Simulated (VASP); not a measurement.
Here is the system:

```xyz
2
Lattice="2.9519 0.0000 0.0000 0.0000 2.9519 0.0000 0.0000 0.0000 2.9519" Properties=species:S:1:pos:R:3 pbc="T T T"
Al     1.4759     1.4759     1.4759
Ru     0.0000     0.0000     0.0000
```

The numbers are results of revTPSS meta-GGA, VASP's PBE PAW potentials (set 64) (plane waves; VASP), not measurements. Numerical set-up: 520 eV cut-off, 12×12×12 Γ-centred mesh, first-order Methfessel-Paxton smearing of 0.10 eV, potentials Al Ru_pv.

Task: Give the stress tensor in GPa (positive for a compressed cell).

Result: 
```
6.98  0.00  0.00
0.00  6.98  0.00
0.00  0.00  6.98
```
The pressure is its mean diagonal, 6.98 GPa.

The compound is RuAl in the CsCl type structure. This cell is one point of a volume scan, at 0.97 of the reference volume. The electron count is odd and the run is not spin-polarised, which forces a metal.
